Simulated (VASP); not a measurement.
OSZICAR of a VASP run on NiSb (NiAs type):

File OSZICAR:
```
       N       E                     dE             d eps       ncg     rms          rms(c)
DAV:   1     0.172090354705E+03    0.17209E+03   -0.12594E+04  1824   0.163E+03
DAV:   2    -0.158792756699E+02   -0.18797E+03   -0.18309E+03  1842   0.327E+02
DAV:   3    -0.254009476894E+02   -0.95217E+01   -0.92232E+01  2096   0.919E+01
DAV:   4    -0.256710830761E+02   -0.27014E+00   -0.26862E+00  2031   0.145E+01
DAV:   5    -0.256801273954E+02   -0.90443E-02   -0.90405E-02  2264   0.276E+00    0.138E+01
DAV:   6    -0.277788575579E+02   -0.20987E+01   -0.33394E+01  2000   0.108E+02    0.161E+01
DAV:   7    -0.241916205625E+02    0.35872E+01   -0.12696E+01  1980   0.763E+01    0.423E+00
DAV:   8    -0.242297483329E+02   -0.38128E-01   -0.14454E+00  2476   0.103E+01    0.264E+00
DAV:   9    -0.241614553610E+02    0.68293E-01   -0.27315E-01  2041   0.928E+00    0.622E-01
DAV:  10    -0.241621146853E+02   -0.65932E-03   -0.10023E-02  1975   0.982E-01    0.450E-01
DAV:  11    -0.241614416074E+02    0.67308E-03   -0.60108E-04  2188   0.242E-01    0.153E-01
DAV:  12    -0.241612261034E+02    0.21550E-03   -0.47159E-04  2653   0.360E-01    0.209E-02
DAV:  13    -0.241612300789E+02   -0.39755E-05   -0.66464E-05  2015   0.646E-02    0.281E-02
DAV:  14    -0.241612294385E+02    0.64037E-06   -0.15801E-06  2479   0.137E-02    0.110E-02
DAV:  15    -0.241612293639E+02    0.74607E-07   -0.20905E-07  1344   0.367E-03
   1 F= -.24161229E+02 E0= -.24161143E+02  d E =-.241612E+02
```

Question: Which electronic solver shows in the log?

Answer: It is blocked Davidson (ALGO = Normal, or the opening steps of other solvers). The INCAR had ALGO = Normal.

Question: How was spin treated?

Answer: Without spin polarisation: there is no mag entry.

Question: Can the final energy be trusted as converged?

Answer: Self-consistency was reached. It stopped with EDIFF = 1E-7, NELM = 100, NSW = 30 and EDIFFG = -0.01 after 1 ionic step (LDA (Ceperley-Alder, Perdew-Zunger), plane waves, VASP's LDA PAW potentials (set 64)).

The compound is NiSb in the NiAs type structure. It was relaxed first. The run is not spin-polarised, so no magnetic state was tried.
